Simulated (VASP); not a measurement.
# Ti2Fe2H3 (Pm) in VASP: reference runs

How does Ti2Fe2H3 come out in PBE? The cell is run as given and disturbed.

Program: VASP 6.6.1. These are calculated values, not measurements. Logs are shortened: lines on timing, memory, paths and dates and some standing lists are left out, and cuts for length are marked.

## (1) The crystal as given

The structure is monoclinic, space group Pm (No. 6). Conventional cell: a = 4.467 Å, b = 2.752 Å, c = 4.808 Å, α = 90.00°, β = 92.03°, γ = 90.00°. Around Fe (site symmetry m) lie 3 H at 1.71 to 1.89 Å. Fe (site symmetry m) is surrounded by 3 H at 1.70 to 1.82 Å. Ti (site symmetry m) is surrounded by 4 H at 1.90 to 2.06 Å. Around Ti (site symmetry m) lie 4 H at 1.90 to 2.04 Å. H (site symmetry m) has 2 Fe at 1.82 to 1.89 Å and 4 Ti at 2.04 to 2.06 Å as nearest neighbours. H (site symmetry m) is surrounded by 2 Fe at 1.70 Å and 2 Ti at 1.90 Å. H (site symmetry m) is surrounded by 2 Fe at 1.71 Å and 2 Ti at 1.90 Å.

The cell comes from a database or a generator and needn't be the stable form of this composition.

## (2) Single point, PBE, collinear spin, ferromagnetic start

Input file INCAR:

```
SYSTEM = Ti2Fe2H3
PREC = Accurate ; ENCUT = 520
EDIFF = 1E-7 ; ISMEAR = -1
SIGMA = 0.05 ; LREAL = .FALSE.
LASPH = .TRUE. ; NELM = 120
ALGO = Normal ; ISIF = 2
LWAVE = .FALSE. ; LCHARG = .TRUE.
ISPIN = 2 ; MAGMOM = 3 3 1 1 0 0 0
LORBIT = 11 ; LMAXMIX = 4
GGA = PE ; LELF = .TRUE.
LVHAR = .TRUE. ; NBANDS = 34
```

Input file KPOINTS:

```
regular mesh
0
G
  6 10 6
  0 0 0
```

Input file POSCAR:

```
Ti2Fe2H3
1.0
    4.4674317479      0.0000000000      0.0000000000
    0.0000000000      2.7517220000      0.0000000000
   -0.1704501978      0.0000000000      4.8044781472
Fe Ti H
2 2 3
Direct
    0.2984460000      0.0000000000      0.1807940000
    0.7847530000      0.0000000000      0.8201960000
    0.8081230000      0.5000000000      0.3059720000
    0.2845910000      0.5000000000      0.6918100000
    0.5476660000      0.0000000000      0.5055850000
    0.9667860000      0.5000000000      0.9439390000
    0.4736350000      0.5000000000      0.0517040000
```

Potentials or basis: VASP PAW PBE potentials, release 64 (Fe, Ti_sv, H).

Launch:

```
> cat potpaw_PBE.64/Fe/POTCAR potpaw_PBE.64/Ti_sv/POTCAR potpaw_PBE.64/H/POTCAR > POTCAR
> mpirun -np 1 vasp_std > vasp.out
```

OUTCAR:

```text
SYSTEM = Ti2Fe2H3
   PREC = Accurate
   ENCUT = 520
   EDIFF = 1E-7
   ISMEAR = -1
   LREAL = .FALSE.
   LASPH = .TRUE.
   NELM = 120
   ISIF = 2
   ISPIN = 2
   LORBIT = 11
   GGA = PE

 ion  position               nearest neighbor table
   1  0.298  0.000  0.181-   7 1.71   7 1.71   5 1.89   3 2.67   3 2.67   3 2.71   3 2.71   4 2.72
                             4 2.72   4 2.82   4 2.82   2 2.83   2 2.83
   2  0.785  0.000  0.820-   6 1.70   6 1.70   5 1.82   4 2.68   4 2.68   3 2.71   3 2.71   4 2.71
                             4 2.71   1 2.83   1 2.83   3 2.83   3 2.83
   3  0.808  0.500  0.306-   7 1.90   6 1.90   1 2.67   1 2.67   2 2.71   2 2.71   1 2.71   1 2.71
                             4 2.77   2 2.83   2 2.83
   4  0.285  0.500  0.692-   7 1.90   6 1.90   2 2.68   2 2.68   2 2.71   2 2.71   1 2.72   1 2.72
                             3 2.77   1 2.82   1 2.82
   5  0.548  0.000  0.506-   2 1.82   1 1.89
   6  0.967  0.500  0.944-   2 1.70   2 1.70   4 1.90   3 1.90
   7  0.474  0.500  0.052-   1 1.71   1 1.71   3 1.90   4 1.90

  LATTYP: Found a simple monoclinic cell.
 ALAT       =     4.4674317479
 B/A-ratio  =     0.6159516598
 C/A-ratio  =     1.0761218143
 COS(beta)  =    -0.0354550538

  Lattice vectors:

 A1 = (   4.4674317479,   0.0000000000,   0.0000000000)
 A2 = (   0.0000000000,   2.7517220000,   0.0000000000)
 A3 = (  -0.1704501978,   0.0000000000,   4.8044781472)

Analysis of symmetry for initial positions (statically):
=====================================================================
 Subroutine PRICEL returns:
 Original cell was already a primitive cell.

 Routine SETGRP: Setting up the symmetry group for a
 simple monoclinic supercell.

 Subroutine GETGRP returns: Found  2 space group operations
 (whereof  2 operations were pure point group operations)
 out of a pool of  4 trial point group operations.

The static configuration has the point symmetry C_1h.

Analysis of symmetry for dynamics (positions and initial velocities):
=====================================================================
 Subroutine PRICEL returns:
 Original cell was already a primitive cell.

 Routine SETGRP: Setting up the symmetry group for a
 simple monoclinic supercell.

 Subroutine GETGRP returns: Found  2 space group operations
 (whereof  2 operations were pure point group operations)
 out of a pool of  4 trial point group operations.

The dynamic configuration has the point symmetry C_1h.

Analysis of structural, dynamic, and magnetic symmetry:
=====================================================================
 Subroutine PRICEL returns:
[... 161 lines left out ...]
  ext. energy  EPLUGINS =         0.00000000
  ---------------------------------------------------
  free energy    TOTEN  =       -43.60713477 eV

  energy without entropy =      -43.56066360  energy(sigma->0) =      -43.58389919

 E-fermi :   7.7769     XC(G=0): -12.5606

 val. band max:        7.7765175932   @ k =   0.1667   0.0000   0.1667
 cond. band min:       7.7770309962   @ k =   0.3333   0.1000   0.5000
 fundamental gap:      0.0005134030
 Fermi energy:         7.7768762381

 spin component 1

 k-point     1 :       0.0000    0.0000    0.0000
  band No.  band energies     occupation
      1     -49.0268      1.00000
      2     -48.9750      1.00000
      3     -25.4442      1.00000
      4     -25.4029      1.00000
      5     -25.2831      1.00000
      6     -25.1474      1.00000
[... 853 lines left out ...]
     32      12.3138      0.00000
     33      14.7156      0.00000

 [... further k-points ...]

 spin component 2

 k-point     1 :       0.0000    0.0000    0.0000
  band No.  band energies     occupation
      1     -49.1006      1.00000
      2     -49.0478      1.00000
      3     -25.5129      1.00000
      4     -25.4792      1.00000
      5     -25.3548      1.00000
      6     -25.2190      1.00000
[... 853 lines left out ...]
     32      12.2368      0.00000
     33      14.7632      0.00000

 [... further k-points ...]

 [bands above 33 left out]

------------------------ aborting loop because EDIFF is reached ----------------------------------------

  FORCE on cell =-STRESS in cart. coord.  units (eV):
  Direction    XX          YY          ZZ          XY          YZ          ZX
  --------------------------------------------------------------------------------------
  -------------------------------------------------------------------------------------
  Total       -0.1335176      0.1717459     -0.5279780      0.0000000      0.0000000      0.1055619
  in kB       -3.6219321      4.6589524    -14.3224629      0.0000000      0.0000000      2.8635787
  external PRESSURE =      -4.4284809 kB  Pullay stress =       0.0000000 kB

 VOLUME and BASIS-vectors are now :
 -----------------------------------------------------------------------------
  energy-cutoff  :      520.00
  volume of cell :       59.06
      direct lattice vectors                 reciprocal lattice vectors
     4.467431748  0.000000000  0.000000000     0.223842256  0.000000000  0.007941332
     0.000000000  2.751722000  0.000000000     0.000000000  0.363408804  0.000000000
    -0.170450198  0.000000000  4.804478147     0.000000000  0.000000000  0.208139150

 POSITION                                       TOTAL-FORCE (eV/Angst)
 -----------------------------------------------------------------------------------
      1.30247      0.00000      0.86862         0.082677      0.000000      0.097785
      3.36603      0.00000      3.94061        -0.014170      0.000000     -0.104294
      3.55808      1.37586      1.47004         0.003680      0.000000     -0.122494
      1.15347      1.37586      3.32379         0.043555      0.000000      0.126432
      2.36048      0.00000      2.42907         0.004135      0.000000     -0.018169
      4.15816      1.37586      4.53513        -0.029992      0.000000     -0.010728
      2.10712      1.37586      0.24841        -0.089887      0.000000      0.031469
 -----------------------------------------------------------------------------------
    total drift:                                0.000068      0.000000     -0.000379

  FREE ENERGIE OF THE ION-ELECTRON SYSTEM (eV)
  ---------------------------------------------------
  free  energy   TOTEN  =       -43.6071347708 eV

  energy  without entropy=      -43.5606636028  energy(sigma->0) =      -43.58389919

 total charge

# of ion       s       p       d       tot
------------------------------------------
    1        0.439   0.536   6.401   7.376
    2        0.440   0.548   6.414   7.401
    3        2.214   6.178   1.943  10.335
    4        2.213   6.179   1.946  10.338
    5        0.540   0.030   0.000   0.570
    6        0.559   0.036   0.000   0.595
    7        0.558   0.035   0.000   0.593
--------------------------------------------------
tot          6.962  13.540  16.705  37.206

 magnetization (x)

# of ion       s       p       d       tot
------------------------------------------
    1        0.002   0.001   0.237   0.240
    2        0.002   0.001   0.360   0.363
    3       -0.003  -0.005  -0.077  -0.085
    4       -0.003  -0.005  -0.073  -0.081
    5       -0.001   0.000   0.000  -0.001
    6       -0.002  -0.000   0.000  -0.002
    7       -0.001  -0.000   0.000  -0.001
--------------------------------------------------
tot         -0.006  -0.008   0.447   0.433
```

OSZICAR:

```text
N       E                     dE             d eps       ncg     rms          rms(c)
DAV:   1     0.458925145445E+03    0.45893E+03   -0.19604E+04 16352   0.159E+03
DAV:   2     0.407307774632E+01   -0.45485E+03   -0.43732E+03 16330   0.443E+02
[... 23 lines left out ...]
DAV:  26    -0.436071269289E+02   -0.42463E-05   -0.65302E-04 23494   0.175E-01    0.188E-02
DAV:  27    -0.436071342401E+02   -0.73112E-05   -0.11171E-04 24064   0.797E-02    0.869E-03
DAV:  28    -0.436071344946E+02   -0.25452E-06   -0.46209E-05 22802   0.465E-02    0.256E-03
DAV:  29    -0.436071348562E+02   -0.36158E-06   -0.59710E-06 20982   0.179E-02    0.182E-03
DAV:  30    -0.436071347988E+02    0.57383E-07   -0.17410E-06 20530   0.916E-03    0.807E-04
DAV:  31    -0.436071347708E+02    0.27986E-07   -0.34665E-07  9292   0.462E-03
   1 F= -.43607135E+02 E0= -.43583899E+02  d E =-.464712E-01  mag=     0.3902
```

It took 6 min on 1 thread of Intel Xeon 6975P-C (Granite Rapids), shared host; peak memory 0.45 GiB.

What came out:

| Property | Result |
| --- | --- |
| Free energy | -43.6071 eV |
| Pressure | -0.4 GPa |
| Largest force | 0.134 eV/Å |
| Band gap on the k mesh | none (metal or under the smearing width) |
| Net moment | 0.39 μB per cell |
| Site moments | Fe +0.24, +0.36; Ti -0.09, -0.08; H -0.00 μB |
| Valence electrons inside the program's atomic spheres | Fe 7.38, 7.40; Ti 10.34; H 0.57, 0.59 |

Forces in eV/Å, atoms in the order of the input:
```
Fe   0.083  0.000  0.098
Fe  -0.014  0.000 -0.104
Ti   0.004  0.000 -0.122
Ti   0.044  0.000  0.126
H    0.004  0.000 -0.018
H   -0.030  0.000 -0.011
H   -0.090  0.000  0.031
```

Stress tensor (GPa, compression positive):
```
-0.36  0.00  0.29
 0.00  0.47  0.00
 0.29  0.00 -1.43
```

## (3) Single point, PBE, collinear spin, ferromagnetic start (atoms moved at random, drawn with an rms of 0.05 Å)

Input file INCAR:

```
ALGO = Normal ; EDIFF = 1E-7
ENCUT = 520 ; GGA = PE
ISIF = 2 ; ISMEAR = -1
ISPIN = 2 ; LASPH = T
LCHARG = T ; LELF = T
LMAXMIX = 4 ; LORBIT = 11
LREAL = F ; LVHAR = T
LWAVE = F ; MAGMOM = 3 3 1 1 0 0 0
NBANDS = 34 ; NELM = 150
PREC = Accurate ; SIGMA = 0.05
```

Input file KPOINTS:

```
k-points
0
Gamma
  6 10 6
```

Input file POSCAR:

```
Ti2Fe2H3
1.0
    4.4674317479      0.0000000000      0.0000000000
    0.0000000000      2.7517220000      0.0000000000
   -0.1704501978      0.0000000000      4.8044781472
Fe Ti H
2 2 3
Direct
    0.2978720000     -0.0123520000      0.1766440000
    0.7841370000     -0.0037760000      0.8232610000
    0.8092040000      0.5054860000      0.3085840000
    0.2843330000      0.5061430000      0.6824800000
    0.5526810000      0.0063600000      0.4966060000
    0.9639040000      0.5132810000      0.9489800000
    0.4739560000      0.5000530000      0.0472260000
```

Potentials or basis: VASP PAW PBE potentials, release 64 (Fe, Ti_sv, H).

Launch:

```
> cat potpaw_PBE.64/Fe/POTCAR potpaw_PBE.64/Ti_sv/POTCAR potpaw_PBE.64/H/POTCAR > POTCAR
> mpirun -np 1 vasp_std > vasp.out
```

OUTCAR:

```text
EDIFF = 1E-7
   ENCUT = 520
   GGA = PE
   ISIF = 2
   ISMEAR = -1
   ISPIN = 2
   LASPH = T
   LORBIT = 11
   LREAL = F
   NELM = 150
   PREC = Accurate

 ion  position               nearest neighbor table
   1  0.298  0.988  0.177-   7 1.69   7 1.74   5 1.88   3 2.65   3 2.70   3 2.70   4 2.72   3 2.75
                             4 2.77   4 2.77   2 2.80   2 2.81   4 2.82
   2  0.784  0.996  0.823-   6 1.66   6 1.73   5 1.85   4 2.67   3 2.69   4 2.70   4 2.72   3 2.72
                             4 2.74   1 2.80   1 2.81   3 2.82   3 2.85
   3  0.809  0.505  0.309-   6 1.88   1 2.65   2 2.69   1 2.70   1 2.70   2 2.72   4 2.73   1 2.75
                             2 2.82   2 2.85
   4  0.284  0.506  0.682-   2 2.67   2 2.70   2 2.72   1 2.72   3 2.73   2 2.74   1 2.77   1 2.77
                             1 2.82
   5  0.553  0.006  0.497-   2 1.85   1 1.88
   6  0.964  0.513  0.949-   2 1.66   2 1.73   3 1.88
   7  0.474  0.500  0.047-   1 1.69   1 1.74

  LATTYP: Found a simple monoclinic cell.
 ALAT       =     4.4674317479
 B/A-ratio  =     0.6159516598
 C/A-ratio  =     1.0761218143
 COS(beta)  =    -0.0354550538

  Lattice vectors:

 A1 = (   4.4674317479,   0.0000000000,   0.0000000000)
 A2 = (   0.0000000000,   2.7517220000,   0.0000000000)
[... 1954 lines left out ...]
  external PRESSURE =      -6.1644034 kB  Pullay stress =       0.0000000 kB

 VOLUME and BASIS-vectors are now :
 -----------------------------------------------------------------------------
  energy-cutoff  :      520.00
  volume of cell :       59.06
      direct lattice vectors                 reciprocal lattice vectors
     4.467431748  0.000000000  0.000000000     0.223842256  0.000000000  0.007941332
     0.000000000  2.751722000  0.000000000     0.000000000  0.363408804  0.000000000
    -0.170450198  0.000000000  4.804478147     0.000000000  0.000000000  0.208139150

 POSITION                                       TOTAL-FORCE (eV/Angst)
 -----------------------------------------------------------------------------------
      1.30061      2.71773      0.84868         0.081735      0.226526      0.120623
      3.36275      2.74133      3.95534        -0.093002      0.230270     -0.253962
      3.56247      1.39096      1.48259        -0.105497     -0.050440     -0.197022
      1.15391      1.39276      3.27896         0.026064     -0.031017      0.405037
      2.38442      0.01750      2.38593        -0.106162     -0.070447      0.093866
      4.14442      1.41241      4.55935         0.220406     -0.183359     -0.163795
      2.10932      1.37601      0.22690        -0.023544     -0.121533     -0.004747
 -----------------------------------------------------------------------------------
    total drift:                               -0.000137     -0.000301      0.000031

  FREE ENERGIE OF THE ION-ELECTRON SYSTEM (eV)
  ---------------------------------------------------
  free  energy   TOTEN  =       -43.5714662244 eV

  energy  without entropy=      -43.5236373124  energy(sigma->0) =      -43.54755177

 total charge

# of ion       s       p       d       tot
------------------------------------------
    1        0.439   0.539   6.396   7.374
    2        0.438   0.547   6.405   7.389
    3        2.215   6.180   1.952  10.347
    4        2.212   6.173   1.942  10.328
    5        0.540   0.030   0.000   0.570
    6        0.557   0.036   0.000   0.593
    7        0.553   0.035   0.000   0.588
--------------------------------------------------
tot          6.953  13.539  16.695  37.187

 magnetization (x)

# of ion       s       p       d       tot
------------------------------------------
    1        0.002   0.001   0.284   0.287
    2        0.003   0.001   0.474   0.479
    3       -0.004  -0.006  -0.093  -0.103
    4       -0.005  -0.007  -0.102  -0.113
    5       -0.001   0.000   0.000  -0.001
    6       -0.003  -0.001   0.000  -0.003
    7       -0.001  -0.001   0.000  -0.002
--------------------------------------------------
tot         -0.008  -0.011   0.563   0.544
```

stdout:

```text
POSCAR found type information on POSCAR FeTiH
 POSCAR found :  3 types and       7 ions
 scaLAPACK will be used
 LDA part: xc-table for (Slater+PW92), standard interpolation
 POSCAR, INCAR and KPOINTS ok, starting setup
 FFT: planning ... GRIDC
 FFT: planning ... GRID_SOFT
 FFT: planning ... GRID
 WAVECAR not read
 entering main loop
```

It took 13 min on 1 thread of Intel Xeon 6975P-C (Granite Rapids), shared host; peak memory 0.61 GiB.

What came out:

| Property | Result |
| --- | --- |
| Free energy | -43.5715 eV |
| Pressure | -0.6 GPa |
| Largest force | 0.407 eV/Å |
| Band gap on the k mesh | none (metal or under the smearing width) |
| Net moment | 0.49 μB per cell |
| Site moments | Fe +0.29, +0.48; Ti -0.10, -0.11; H -0.00 μB |
| Valence electrons inside the program's atomic spheres | Fe 7.37, 7.39; Ti 10.35, 10.33; H 0.57, 0.59 |

Forces in eV/Å, atoms in the order of the input:
```
Fe   0.082  0.227  0.121
Fe  -0.093  0.230 -0.254
Ti  -0.105 -0.050 -0.197
Ti   0.026 -0.031  0.405
H   -0.106 -0.070  0.094
H    0.220 -0.183 -0.164
H   -0.024 -0.122 -0.005
```

Stress tensor (GPa, compression positive):
```
 0.03 -0.72  0.25
-0.72 -0.36 -0.06
 0.25 -0.06 -1.52
```

Levels at points of the mesh, in eV from the Fermi level:
Spin up:
```csv
k point,band 19,band 20,band 21,band 22,band 23,band 24,band 25,band 26
"(0.00, 0.00, 0.00)",-0.77,-0.70,-0.58,-0.50,0.14,0.31,0.59,1.99
"(0.50, 0.00, 0.00)",-0.77,-0.48,-0.44,-0.32,-0.13,-0.09,1.01,1.13
"(0.00, 0.50, 0.00)",-1.16,-1.10,-0.18,-0.07,0.16,0.68,1.24,1.46
"(0.50, 0.50, 0.00)",-1.37,-1.30,-0.22,-0.10,0.73,0.76,0.87,0.89
"(0.00, 0.00, 0.50)",-0.77,-0.58,-0.53,-0.43,-0.15,0.08,0.30,1.22
"(0.50, 0.00, 0.50)",-0.85,-0.76,-0.59,-0.48,-0.36,-0.31,0.99,1.20
"(0.00, 0.50, 0.50)",-0.87,-0.79,-0.24,0.39,0.65,0.86,1.17,2.16
"(0.50, 0.50, 0.50)",-0.84,-0.52,-0.29,0.49,0.85,1.04,1.25,1.31
```
Spin down:
| k point | band 19 | band 20 | band 21 | band 22 | band 23 | band 24 |
| --- | --- | --- | --- | --- | --- | --- |
| (0.00, 0.00, 0.00) | -0.56 | -0.35 | -0.24 | -0.16 | 0.14 | 0.31 |
| (0.50, 0.00, 0.00) | -0.66 | -0.39 | -0.23 | -0.12 | -0.06 | 0.01 |
| (0.00, 0.50, 0.00) | -0.97 | -0.94 | 0.04 | 0.14 | 0.23 | 0.87 |
| (0.50, 0.50, 0.00) | -1.17 | -1.16 | 0.10 | 0.12 | 0.69 | 0.85 |
| (0.00, 0.00, 0.50) | -0.47 | -0.32 | -0.21 | -0.14 | 0.01 | 0.18 |
| (0.50, 0.00, 0.50) | -0.63 | -0.56 | -0.43 | -0.41 | 0.00 | 0.06 |
| (0.00, 0.50, 0.50) | -0.71 | -0.68 | -0.17 | 0.28 | 0.99 | 1.11 |
| (0.50, 0.50, 0.50) | -0.74 | -0.10 | 0.08 | 0.63 | 1.06 | 1.18 |
